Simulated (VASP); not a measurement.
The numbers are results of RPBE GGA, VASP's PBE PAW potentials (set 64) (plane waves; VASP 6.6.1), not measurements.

The input files of a VASP run:

KPOINTS:
```
Automatic
0
gamma
 11 11 11
0 0 0
```

**POSCAR**
```
AuZn
1
    3.1879340426     0.0000000000     0.0000000000
    0.0000000000     3.1879340426     0.0000000000
    0.0000000000     0.0000000000     3.1879340426
Zn Au
1 1
Direct
  0.5000000000   0.5000000000   0.5000000000
  0.0000000000   0.0000000000   0.0000000000
```

**INCAR**
```
ALGO  =  Normal
EDIFF  =  1E-7
ENCUT  =  520
GGA  =  RP
ISIF  =  2
ISMEAR  =  1
LASPH  =  .TRUE.
LCHARG  =  .FALSE.
LMAXMIX  =  6
LREAL  =  .FALSE.
LWAVE  =  .FALSE.
NELM  =  100
PREC  =  Accurate
SIGMA  =  0.1
SYSTEM  =  AuZn
```

POTCAR, in this order: Zn Au (PBE.64 set). Program: vasp_std.

Question: What will the output report for the number of irreducible k-points (NKPTS), largest plane-wave count, number of space-group operations, FFT grid (NGX, NGY, NGZ)?

Answer: 
- number of irreducible k-points (NKPTS) = 56
- largest plane-wave count = 895
- number of space-group operations = 48
- FFT grid (NGX, NGY, NGZ) = 24 × 24 × 24

The compound is AuZn in the CsCl type structure. This cell is one point of a volume scan, at 0.97 of the reference volume. The electron count is odd and the run is not spin-polarised, which forces a metal.
